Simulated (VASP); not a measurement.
Energy against volume of Pb (fcc). Computed with PBEsol GGA, VASP's PBE PAW potentials (set 64) (plane waves; VASP). Run with 520 eV cut-off, 13×13×13 Γ-centred mesh, first-order Methfessel-Paxton smearing of 0.10 eV, potentials Pb_d.

```json
[
 {"V (Å³/atom)": "28.117", "E (eV/atom)": "-3.97700"},
 {"V (Å³/atom)": "29.015", "E (eV/atom)": "-3.99171"},
 {"V (Å³/atom)": "29.912", "E (eV/atom)": "-3.99691"},
 {"V (Å³/atom)": "30.809", "E (eV/atom)": "-3.99386"}
]
```

**Question.** Fit these four points and predict the energy of the run at 31.707 Å³/atom.

**Answer.** A cubic in V^(−2/3), the third-order Birch-Murnaghan form, passes through the four points with V0 = 30.01 Å³/atom and B0 = 48 GPa, and gives -3.9836 eV/atom there. The run gave -3.9839 eV/atom, -0.3 meV/atom from the fit; all five points give B0 = 48 GPa.

The compound is Pb in the fcc structure. It was relaxed first.
